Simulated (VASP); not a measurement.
Crystal: Al.

```
Al
1.0
     0.00000    2.02000    2.02000
     2.02000    0.00000    2.02000
     2.02000    2.02000    0.00000
Al
1
Direct
  0.00000 0.00000 0.00000
```

The cell was built by a generator and needn't be a form met in nature.

Base run:

```yaml
Program: VASP 6.6.1
Functional: PBEsol
Potentials_or_basis: VASP PAW PBE potentials, release 64 (Al)
Cutoff: 520 eV
k_mesh: 26 × 26 × 26
Occupations: methfessel-paxton, width 0.1 eV
Spin: no spin polarisation
```

Its results: band gap on the k mesh none (metal or under the smearing width); pressure -1.4 GPa.

The run is repeated on the same cell with these changes: functional from PBEsol to LDA; potentials or basis from VASP PAW PBE potentials, release 64 (Al) to VASP PAW LDA potentials, release 64 (Al). What comes out?

Band gap on the k mesh none (metal or under the smearing width); pressure -3.2 GPa.

Caveats: the PAW data sets were made with another functional, which shifts forces and pressure a little (some runs).
